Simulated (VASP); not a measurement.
BAs (zinc blende): the lattice constant a from VASP (plane waves, PAW) at several levels of theory. Static lattice.  The measured value holds thermal and zero-point effects that the static calculation lacks.

```
level         lattice constant a (Å)  error against measurement
------------  ----------------------  -------------------------
LDA                            4.743                     -0.7 %
PBE                            4.817                     +0.8 %
PBEsol                         4.778                     +0.0 %
RPBE                           4.848                     +1.5 %
AM05                           4.776                     -0.0 %
PBE-D3(BJ)                     4.772                     -0.1 %
PBE-D4                         4.766                     -0.2 %
optB88-vdW                     4.825                     +1.0 %
rev-vdW-DF2                    4.806                     +0.6 %
revTPSS                        4.786                     +0.2 %
SCAN                           4.779                     +0.0 %
r2SCAN                         4.787                     +0.2 %
r2SCAN+rVV10                   4.780                     +0.1 %
HSE06                          4.771                     -0.1 %
HSEsol                         4.748                     -0.6 %
PBE0                           4.770                     -0.2 %
```

Measured: 4.777 Å (as given by M J Lucero et al., Journal of Physics Condensed Matter (2012), arXiv:1111.4515).

The cell of the LDA run:

```
CELL_PARAMETERS angstrom
      0.00000     2.37138     2.37138
      2.37138     0.00000     2.37138
      2.37138     2.37138     0.00000
ATOMIC_POSITIONS crystal
  B  0.00000 0.00000 0.00000
  As 0.25000 0.25000 0.25000
```

Only levels that ran to the end are used. Left out are those held back, those with too coarse a band path, GW runs whose mesh misses a band edge, hybrids' fits of cells that aren't cubic and levels without matching references; a question may draw on a part of the rest.

The compound is BAs in the zinc blende structure.
